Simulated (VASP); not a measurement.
Consider the following.

```
CELL_PARAMETERS angstrom
      4.84564     0.00000     0.00000
      0.00000     4.84564     0.00000
      0.00000     0.00000     3.28050
ATOMIC_POSITIONS crystal
  Mn 0.00000 0.00000 0.00000
  Mn 0.50000 0.50000 0.50000
  F  0.30360 0.30360 0.00000
  F  0.80360 0.19640 0.50000
  F  0.19640 0.80360 0.50000
  F  0.69640 0.69640 0.00000
```
Starting moments (μB, in the order of the record's atoms Mn Mn F F F F): 4.5 -4.5 0.0 0.0 0.0 0.0.

The numbers are results of PBEsol GGA, VASP's PBE PAW potentials (set 64) (plane waves; VASP), not measurements. Run with 520 eV cut-off, Gaussian smearing of 0.050 eV, potentials Mn_pv F.

Give the spin-up energies of bands 18 to 31 at the high-symmetry points, in eV from the valence-band maximum.

```
band      Γ      Y     C0      Z     A0      T      S      R
----  -----  -----  -----  -----  -----  -----  -----  -----
18    -5.59  -5.07  -5.07  -5.43  -5.40  -5.40  -5.35  -5.58
19    -4.67  -4.91  -4.91  -5.06  -4.56  -4.56  -5.17  -4.90
20    -4.29  -4.80  -4.80  -4.95  -4.50  -4.50  -5.12  -4.83
21    -4.28  -4.77  -4.77  -4.80  -4.40  -4.40  -4.34  -4.51
22    -3.97  -4.65  -4.65  -4.69  -4.39  -4.39  -4.32  -4.48
23    -1.74  -1.74  -1.74  -1.50  -1.56  -1.56  -1.69  -1.57
24    -1.48  -1.47  -1.47  -1.46  -1.49  -1.49  -1.43  -1.48
25    -1.30  -1.22  -1.22  -1.19  -1.31  -1.31  -1.27  -1.31
26    -0.39  -0.55  -0.55  -0.52  -0.55  -0.55  -0.07  -0.63
27    -0.07  -0.07  -0.07  -0.23  -0.06  -0.06   0.00  -0.04
28     2.05   2.53   2.53   2.73   2.69   2.69   2.45   2.70
29     2.45   2.96   2.96   2.77   2.75   2.75   2.90   2.76
30     2.97   2.97   2.97   2.87   2.95   2.95   2.94   2.95
31     2.99   3.20   3.20   3.62   3.53   3.53   3.78   3.61
```

Give the spin-down energies of bands 18 to 31 at the high-symmetry points, in eV from the valence-band maximum.

```
band      Γ      Y     C0      Z     A0      T      S      R
----  -----  -----  -----  -----  -----  -----  -----  -----
18    -5.59  -5.07  -5.07  -5.43  -5.40  -5.40  -5.35  -5.58
19    -4.67  -4.91  -4.91  -5.06  -4.56  -4.56  -5.17  -4.90
20    -4.29  -4.80  -4.80  -4.95  -4.50  -4.50  -5.12  -4.83
21    -4.28  -4.77  -4.77  -4.80  -4.40  -4.40  -4.34  -4.51
22    -3.97  -4.65  -4.65  -4.69  -4.39  -4.39  -4.32  -4.48
23    -1.74  -1.74  -1.74  -1.50  -1.56  -1.56  -1.69  -1.57
24    -1.48  -1.47  -1.47  -1.46  -1.49  -1.49  -1.43  -1.48
25    -1.30  -1.22  -1.22  -1.19  -1.31  -1.31  -1.27  -1.31
26    -0.39  -0.55  -0.55  -0.52  -0.55  -0.55  -0.07  -0.63
27    -0.07  -0.07  -0.07  -0.23  -0.06  -0.06   0.00  -0.04
28     2.05   2.53   2.53   2.73   2.69   2.69   2.45   2.70
29     2.45   2.96   2.96   2.77   2.75   2.75   2.90   2.76
30     2.97   2.97   2.97   2.87   2.95   2.95   2.94   2.95
31     2.99   3.20   3.20   3.62   3.53   3.53   3.78   3.61
```

The gap is indirect, 2.05 eV, from the valence maximum at S to the conduction minimum at Γ.

The compound is MnF2 in the rutile structure. It was relaxed first.
